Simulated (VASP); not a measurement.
Here is the system:

```
V
1.0
   -1.51500     1.51500     1.51500
    1.51500    -1.51500     1.51500
    1.51500     1.51500    -1.51500
V
1
Cartesian
  0.00000   0.00000   0.00000
```

All values below come from revTPSS meta-GGA, VASP's PBE PAW potentials (set 64) (plane waves; VASP). Run with 520 eV cut-off, 15×15×15 Γ-centred mesh, first-order Methfessel-Paxton smearing of 0.10 eV, potentials V_sv.

Energy and stress use the plane-wave basis of the starting cell.

### Question
The ions, cell shape and volume are relaxed. Give the cell that the relaxation ends in.

### Answer

```
V
1.0
   -1.48168     1.48168     1.48168
    1.48168    -1.48168     1.48168
    1.48168     1.48168    -1.48168
V
1
Direct
  0.00000   0.00000   0.00000
```
Space group Im-3m (229), at a tolerance of 0.03 Å.

### Question
How do energy and volume change from the first to the last step?

### Answer
The energy (σ→0) changes by -34.8 meV/atom and the volume by -6.5 %, in 4 ionic steps.

```
step  E(σ→0) (eV)  max force (eV/Å)  pressure (GPa)  volume (Å³)
----  -----------  ----------------  --------------  -----------
1         -8.1679             0.000          -11.47        13.91
2         -8.1456             0.000           19.38        12.00
3         -8.2027             0.000           -0.21        13.03
4         -8.2027             0.000           -0.04        13.01
```

The compound is V in the bcc structure. This run relaxes it. Symmetry was kept, so distortions that lower it aren't found. The run is not spin-polarised, so no magnetic state was tried.
